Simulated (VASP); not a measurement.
Calculation: PBEsol GGA, VASP's PBE PAW potentials (set 64) (plane waves; VASP).

The input files of a VASP run:

INCAR:
```
# general
SYSTEM  = NiAl
PREC    = Accurate
ENCUT   = 400
LREAL   = .False.
LASPH   = .True.

# electronic loop
EDIFF   = 1E-7
NELM    = 100
ALGO    = Normal
LMAXMIX = 4

# smearing
ISMEAR  = -5

# functional
GGA     = PS

# ions
ISIF    = 2

# output
LWAVE   = .False.
LCHARG  = .True.
LORBIT  = 11
NEDOS   = 601
```

### KPOINTS
```
Automatic mesh
0
Gamma
14 14 14
0 0 0
```

### POSCAR
```
NiAl
1
    2.8621238793     0.0000000000     0.0000000000
    0.0000000000     2.8621238793     0.0000000000
    0.0000000000     0.0000000000     2.8621238793
Ni Al
1 1
Direct
  0.0000000000   0.0000000000   0.0000000000
  0.5000000000   0.5000000000   0.5000000000
```

POTCAR, in this order: Ni Al (PBE.64 set). Program: vasp_std.

Output of the run:

File OSZICAR:
```
       N       E                     dE             d eps       ncg     rms          rms(c)
DAV:   1     0.328440912245E+02    0.32844E+02   -0.48621E+03  2472   0.112E+03
DAV:   2    -0.122339369818E+02   -0.45078E+02   -0.42812E+02  2424   0.190E+02
DAV:   3    -0.132128515776E+02   -0.97891E+00   -0.97055E+00  2892   0.363E+01
DAV:   4    -0.132281506018E+02   -0.15299E-01   -0.15302E-01  2872   0.411E+00
DAV:   5    -0.132285889907E+02   -0.43839E-03   -0.43865E-03  2796   0.702E-01    0.128E+01
DAV:   6    -0.152098778475E+02   -0.19813E+01   -0.64740E+01  2690   0.139E+02    0.161E+01
DAV:   7    -0.116141192006E+02    0.35958E+01   -0.17834E+01  2632   0.821E+01    0.117E+00
DAV:   8    -0.116035162174E+02    0.10603E-01   -0.44487E-01  2986   0.850E+00    0.103E+00
DAV:   9    -0.115886452896E+02    0.14871E-01   -0.54643E-02  2802   0.379E+00    0.211E-01
DAV:  10    -0.115881249663E+02    0.52032E-03   -0.20548E-03  2736   0.734E-01    0.822E-02
DAV:  11    -0.115881239916E+02    0.97469E-06   -0.53600E-05  2684   0.700E-02    0.312E-02
DAV:  12    -0.115881213422E+02    0.26494E-05   -0.11936E-05  2760   0.658E-02    0.385E-03
DAV:  13    -0.115881211849E+02    0.15735E-06   -0.24378E-07  2194   0.631E-03    0.179E-03
DAV:  14    -0.115881211062E+02    0.78651E-07   -0.19869E-07  1378   0.689E-03
   1 F= -.11588121E+02 E0= -.11588121E+02  d E =0.000000E+00
```

**OUTCAR**
```
------------------------ aborting loop because EDIFF is reached ----------------------------------------
  FORCE on cell =-STRESS in cart. coord.  units (eV):
  Direction    XX          YY          ZZ          XY          YZ          ZX
  --------------------------------------------------------------------------------------
  Total       -0.0290262     -0.0290262     -0.0290262      0.0000000      0.0000000     -0.0000000
  in kB       -1.9835171     -1.9835171     -1.9835171      0.0000000      0.0000000     -0.0000000
  external PRESSURE =      -1.9835171 kB  Pullay stress =       0.0000000 kB
  volume of cell :       23.45
      direct lattice vectors                 reciprocal lattice vectors
     2.862123879  0.000000000  0.000000000     0.349390887  0.000000000  0.000000000
     0.000000000  2.862123879  0.000000000     0.000000000  0.349390887  0.000000000
     0.000000000  0.000000000  2.862123879     0.000000000  0.000000000  0.349390887
 POSITION                                       TOTAL-FORCE (eV/Angst)
 -----------------------------------------------------------------------------------
      0.00000      0.00000      0.00000         0.000000      0.000000      0.000000
      1.43106      1.43106      1.43106         0.000000      0.000000      0.000000
 -----------------------------------------------------------------------------------
    total drift:                               -0.000000      0.000000     -0.000000
  FREE ENERGIE OF THE ION-ELECTRON SYSTEM (eV)
  ---------------------------------------------------
  free  energy   TOTEN  =       -11.5881211062 eV

  energy  without entropy=      -11.5881211062  energy(sigma->0) =      -11.58812111

 total charge

# of ion       s       p       d       tot
------------------------------------------
    1        0.488   0.537   8.484   9.510
    2        0.384   0.422   0.000   0.807
--------------------------------------------------
tot          0.873   0.959   8.484  10.317
```
(Selected blocks of OUTCAR.)

For a metal the tetrahedron method with Blöchl corrections gives inexact stress and forces.

The structure was generated: NiAl was put into the CsCl type type (Pm-3m), which need not be its known phase. It was relaxed first, which changed the volume by -27 %. The run is not spin-polarised, so no magnetic state was tried. The electron count is odd and the run is not spin-polarised, which forces a metal.
